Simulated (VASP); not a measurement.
Given:

```xyz
4
Lattice="3.7897 0.0000 0.0000 0.0000 3.7897 0.0000 0.0000 0.0000 3.7897" Properties=species:S:1:pos:R:3 pbc="T T T"
W      0.0000     0.0000     0.0000
O      0.0000     0.0000     1.8948
O      1.8948     0.0000     0.0000
O      0.0000     1.8948     0.0000
```

Level of theory: LDA (Ceperley-Alder, Perdew-Zunger), VASP's LDA PAW potentials (set 64) (plane waves; VASP 6.6.1). Run with 520 eV cut-off, 5×5×5 Γ-centred mesh, Gaussian smearing of 0.050 eV, potentials W_sv O.

Q: Estimate the energy per atom (σ→0).

A: 
```
Property                        Value
---------------------  --------------
energy per atom (σ→0)  -9.926 eV/atom
```

Total energies compare only between runs with the same potentials, cut-off and functional.

The structure comes from a computed database's WO3 entry (Pm-3m); how it stands against other phases isn't given here. It was relaxed first. The start is the result of an earlier pass.
